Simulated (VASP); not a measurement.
Here is the system:

```
CELL_PARAMETERS angstrom
      0.00000     2.58228     2.58228
      2.58228     0.00000     2.58228
      2.58228     2.58228     0.00000
ATOMIC_POSITIONS crystal
  Sr 0.00000 0.00000 0.00000
  O  0.50000 0.50000 0.50000
```

These are rev-vdW-DF2, VASP's PBE PAW potentials (set 64) (plane waves; VASP) values and carry that method's errors. Run with 520 eV cut-off, 10×10×10 Γ-centred mesh, tetrahedra with Blöchl corrections, potentials Sr_sv O.

**Question.** Predict the energy per atom (σ→0), band gap (on the k-mesh) with the smallest direct gap where there is one.

**Answer.** 
* **band gap (on the k-mesh)**: 3.24 eV
* **smallest direct gap (on the k-mesh)**: 3.34 eV
* **energy per atom (σ→0)**: -4.478 eV/atom

The absolute energy has meaning only against runs of the same code, potentials and settings.

The compound is SrO in the rock salt structure. It was relaxed first.
